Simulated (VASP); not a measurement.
Runs of VASP 6.6.1 on C2SH2. The cell holds a molecule in a box, 5 atoms: a = 14.000 Å, b = 11.000 Å, c = 10.000 Å, α = 90.00°, β = 90.00°, γ = 90.00°. 

```csv
task,level,potentials or basis,cell,cutoff (eV),grid for exact exchange (PRECFOCK),exchange at q = 0,gap on the mesh (eV),largest force (eV/Å)
single point,B3LYP,"VASP PAW PBE potentials, release 64 (C, S, H)",as given,520,Fast,truncated,5.97,0.22
relaxation of the atoms,revPBE+D4,"VASP PAW PBE potentials, release 64 (C_h, S_h, H_h)",atoms relaxed,900,-,-,4.36,0.02
electron localisation function,PBE,"VASP PAW PBE potentials, release 64 (C, S, H)",as given,520,-,-,4.45,1.14
single point,PBE,"VASP PAW PBE potentials, release 64 (C, S, H)",as given,520,-,-,4.45,1.14
relaxation of the atoms,PBE,"VASP PAW PBE potentials, release 64 (C, S, H)",atoms relaxed,520,-,-,(a),0.01
```

Alike in all rows: no spin polarisation; k mesh 1 × 1 × 1; smearing gaussian 0.01 eV.

Question: Estimate the missing entries.

Answer: (a) 4.38.

Caveats: the standard files for N, O and F lose accuracy on very short bonds (some runs); the PAW data sets were made with another functional, which shifts forces and pressure a little (some runs).

A k mesh can miss the band edges.

Not every run made on this cell is shown here.
